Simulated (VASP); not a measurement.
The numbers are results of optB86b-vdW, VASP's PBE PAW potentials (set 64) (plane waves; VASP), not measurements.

Input for VASP

KPOINTS:
```
k-points along high-symmetry lines
10
Line-mode
Reciprocal
  0.000000   0.000000   0.000000 ! GAMMA
  0.000000   0.500000   0.000000 ! M

  0.000000   0.500000   0.000000 ! M
 -0.333333   0.666667   0.000000 ! K

 -0.333333   0.666667   0.000000 ! K
  0.000000   0.000000   0.000000 ! GAMMA

  0.000000   0.000000   0.000000 ! GAMMA
  0.000000   0.000000   0.500000 ! A

  0.000000   0.000000   0.500000 ! A
  0.000000   0.500000   0.500000 ! L

  0.000000   0.500000   0.500000 ! L
 -0.333333   0.666667   0.500000 ! H

 -0.333333   0.666667   0.500000 ! H
  0.000000   0.000000   0.500000 ! A

  0.000000   0.500000   0.500000 ! L
  0.000000   0.500000   0.000000 ! M

 -0.333333   0.666667   0.500000 ! H
 -0.333333   0.666667   0.000000 ! K
```

**INCAR**
```
! general
SYSTEM    =  CdSe
PREC      =  Accurate
ENCUT     =  520
LREAL     =  .FALSE.
LASPH     =  .TRUE.
ICHARG    =  11

! electronic loop
EDIFF     =  1E-7
NELM      =  100
ALGO      =  Normal
LMAXMIX   =  4

! smearing
ISMEAR    =  0
SIGMA     =  0.05

! functional
GGA       =  MK
LUSE_VDW  =  .TRUE.
AGGAC     =  0.0
PARAM1    =  0.1234
PARAM2    =  1.0

! output
LWAVE     =  .FALSE.
LCHARG    =  .FALSE.
LORBIT    =  11
```

### POSCAR
```
CdSe
1.0
  2.1764899533  -3.7697909361   0.0000000000
  2.1764899533   3.7697909361   0.0000000000
  0.0000000000   0.0000000000   7.0945279615
Cd Se
2 2
Cartesian
  2.1764899533  -1.2565994919   3.5476193606
  2.1764899533   1.2565994919   0.0003553798
  2.1764899533  -1.2565994919   6.2144511145
  2.1764899533   1.2565994919   2.6671871337
```

POTCAR, in this order: Cd Se (PBE.64 set). Program: vasp_std. Read from the step before: CHGCAR.

Output

**OUTCAR**
```
 ion  position               nearest neighbor table
   1  0.667  0.333  0.500-   4 2.66   4 2.66   4 2.66   3 2.67
   2  0.333  0.667  0.000-   3 2.66   3 2.66   3 2.66   4 2.67
   3  0.667  0.333  0.876-   2 2.66   2 2.66   2 2.66   1 2.67
   4  0.333  0.667  0.376-   1 2.66   1 2.66   1 2.66   2 2.67
  LATTYP: Found a hexagonal cell.
 ALAT       =     4.3529796943
 C/A-ratio  =     1.6298095695
 Subroutine PRICEL returns:
 Original cell was already a primitive cell.
 Subroutine GETGRP returns: Found 12 space group operations
The static configuration has the point symmetry C_3v.
 The point group associated with its full space group is C_6v.
The dynamic configuration has the point symmetry C_3v.
 Subroutine INISYM returns: Found 12 space group operations
   k-points           NKPTS =     90   k-points in BZ     NKDIM =     90   number of bands    NBANDS=     22
   number of dos      NEDOS =    301   number of ions     NIONS =      4
   total plane-waves  NPLWV =  55296
   dimension x,y,z NGX =    32 NGY =   32 NGZ =   54
   dimension x,y,z NGXF=    64 NGYF=   64 NGZF=  108
   ions per type =               2   2
   PREC   = accura    normal or accurate (medium, high low for compatibility)
   ISTART =      0    job   : 0-new  1-cont  2-samecut
   ICHARG =     11    charge: 1-file 2-atom 10-const
   ISPIN  =      1    spin polarized calculation?
   LNONCOLLINEAR =      F non collinear calculations
   LSORBIT =      F    spin-orbit coupling
   INIWAV =      1    electr: 0-lowe 1-rand  2-diag
   ENCUT  =  520.0 eV  38.22 Ry    6.18 a.u.   8.09  8.09 13.19*2*pi/ulx,y,z
   NELM   =    100;   NELMIN=  2; NELMDL= -5     # of ELM steps
   EDIFF  = 0.1E-06   stopping-criterion for ELM
   LREAL  =      F    real-space projection
   NLSPLINE    = F    spline interpolate recip. space projectors
   LMAXMIX     =    4 max onsite mixed and CHGCAR
   VOSKOWN=      0    Vosko Wilk Nusair interpolation
   EDIFFG = 0.1E-05   stopping-criterion for IOM
   NSW    =      0    number of steps for IOM
   NBLOCK =      1;   KBLOCK =      1    inner block; outer block
   IBRION =     -1    ionic relax: 0-MD 1-quasi-New 2-CG
   NFREE  =      0    steps in history (QN), initial steepest desc. (CG)
   ISIF   =      2    stress and relaxation
   ISYM   =      2    0-nonsym 1-usesym 2-fastsym
   TEIN   =    0.0    initial temperature
   TEBEG  =    0.0;   TEEND  =   0.0 temperature during run
   SMASS  =  -3.00    Nose mass-parameter (am)
   PSTRESS=    0.0 pullay stress
   NELECT =      36.0000    total number of electrons
   EFERMI =   0.00;   METHOD = LEGACY
   ISMEAR =     0;   SIGMA  =   0.05  broadening in eV -4-tet -1-fermi 0-gaus
   IALGO  =     38    algorithm
   LDIAG  =      T    sub-space diagonalisation (order eigenvalues)
   IMIX   =      4    mixing-type and parameters
     AMIX     =   0.40;   BMIX     =  1.00
     AMIX_MAG =   1.60;   BMIX_MAG =  1.00
     AMIN     =   0.10
   GGA     = MK    functional components
   VOSKOWN =     0    Vosko Wilk Nusair interpolation
   LHFCALC =     F    Hartree Fock is set to
   LHFONE  =     F    Hartree Fock one center treatment
   AEXX    =    0.0000 exact exchange contribution
   LUSE_VDW   =     T    switch on vdW DFT
   IVDW    =     0    specifies the selected vdW correction
   LEPSILON=     F    determine dielectric tensor
   LRPA    =     F    only Hartree local field effects (RPA)
  energy-cutoff  :      520.00
  volume of cell :      116.42
      direct lattice vectors                 reciprocal lattice vectors
     2.176489953 -3.769790936  0.000000000     0.229727686 -0.132633350  0.000000000
     2.176489953  3.769790936  0.000000000     0.229727686  0.132633350  0.000000000
     0.000000000  0.000000000  7.094527961     0.000000000  0.000000000  0.140953705
 k-point     1 :   0.0000 0.0000 0.0000  plane waves:    3093
 k-point     2 :   0.0000 0.0556 0.0000  plane waves:    3104
 k-point     3 :   0.0000 0.1111 0.0000  plane waves:    3122
 k-point     4 :   0.0000 0.1667 0.0000  plane waves:    3138
 k-point     5 :   0.0000 0.2222 0.0000  plane waves:    3148
...
```

OSZICAR:
```
       N       E                     dE             d eps       ncg     rms          rms(c)
DAV:   1     0.248532492126E+03    0.24853E+03   -0.17315E+04  3968   0.146E+03
DAV:   2     0.121270338039E+02   -0.23641E+03   -0.23191E+03  4398   0.348E+02
DAV:   3    -0.463637877154E+00   -0.12591E+02   -0.12462E+02  4644   0.787E+01
DAV:   4    -0.588472074517E+00   -0.12483E+00   -0.12474E+00  4404   0.729E+00
DAV:   5    -0.589643722682E+00   -0.11716E-02   -0.11714E-02  4764   0.639E-01
DAV:   6    -0.589663782876E+00   -0.20060E-04   -0.20057E-04  4530   0.739E-02
DAV:   7    -0.589664356843E+00   -0.57397E-06   -0.57398E-06  4834   0.101E-02
DAV:   8    -0.589664375696E+00   -0.18854E-07   -0.18889E-07  3472   0.154E-03
   1 F= -.58966438E+00 E0= -.58966438E+00  d E =-.164595E-10
```

File OUTCAR:
```
 val. band max:        0.5847371361   @ k =   0.0000   0.0000   0.0000

 cond. band min:       1.0655700595   @ k =   0.0000   0.0000   0.0000



 k-point     1 :       0.0000    0.0000    0.0000
  band No.  band energies     occupation
      1     -11.8494      2.00000
      2     -11.4982      2.00000
      3      -7.2516      2.00000
      4      -7.2450      2.00000
      5      -7.2449      2.00000
      6      -7.1833      2.00000
      7      -7.1833      2.00000
      8      -6.9495      2.00000
      9      -6.9495      2.00000
     10      -6.8928      2.00000
     11      -6.8928      2.00000
     12      -6.6489      2.00000
     13      -3.6288      2.00000
     14      -0.1364      2.00000
     15      -0.1364      2.00000
     16       0.5419      2.00000
     17       0.5847      2.00000
     18       0.5847      2.00000
     19       1.0656      0.00000
     20       2.6641      0.00000
     21       6.3796      0.00000
     22       6.3807      0.00000

 k-point     2 :       0.0000    0.0556    0.0000
  band No.  band energies     occupation
      1     -11.8403      2.00000
      2     -11.4939      2.00000
      3      -7.2495      2.00000
      4      -7.2417      2.00000
      5      -7.2375      2.00000
      6      -7.1796      2.00000
      7      -7.1789      2.00000
      8      -6.9511      2.00000
      9      -6.9497      2.00000
     10      -6.8959      2.00000
     11      -6.8922      2.00000
     12      -6.6434      2.00000
     13      -3.6103      2.00000
     14      -0.2911      2.00000
     15      -0.1755      2.00000
     16       0.2110      2.00000
     17       0.5231      2.00000
     18       0.5632      2.00000
     19       1.4303      0.00000
     20       2.8214      0.00000
     21       6.2567      0.00000
     22       6.4279      0.00000

 k-point     3 :       0.0000    0.1111    0.0000
  band No.  band energies     occupation
      1     -11.8139      2.00000
      2     -11.4819      2.00000
...
```

The density is held fixed in this step, so its total energy and stress have no physical meaning.

The compound is CdSe in the wurtzite structure. It was relaxed first.
